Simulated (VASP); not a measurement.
```
CELL_PARAMETERS angstrom
      0.00000     3.04976     3.04976
      3.04976     0.00000     3.04976
      3.04976     3.04976     0.00000
ATOMIC_POSITIONS crystal
  Pb 0.00000 0.00000 0.00000
  Se 0.50000 0.50000 0.50000
```

These are PBEsol GGA, VASP's PBE PAW potentials (set 64) (plane waves; VASP) values and carry that method's errors. Run with 500 eV cut-off, 8×8×8 Γ-centred mesh, Gaussian smearing of 0.050 eV, potentials Pb_d Se.

Unless said otherwise, spin-orbit coupling is left out, though it shifts the bands of the heavy elements here.

Question: Predict the energy per atom (σ→0), band gap (on the k-mesh) with the smallest direct gap where there is one.

Answer: 
```
Quantity                                              Value
-----------------------------------  ----------------------
band gap (on the k-mesh)                            0.17 eV
smallest direct gap (on the k-mesh)                 0.17 eV
energy per atom (σ→0)                -430.2 kJ/mol of atoms
```

Total energies compare only between runs with the same potentials, cut-off and functional.

The structure was generated: PbSe was put into the rock salt type (Fm-3m), which need not be its known phase. It was relaxed first, which changed the volume by +20 %.
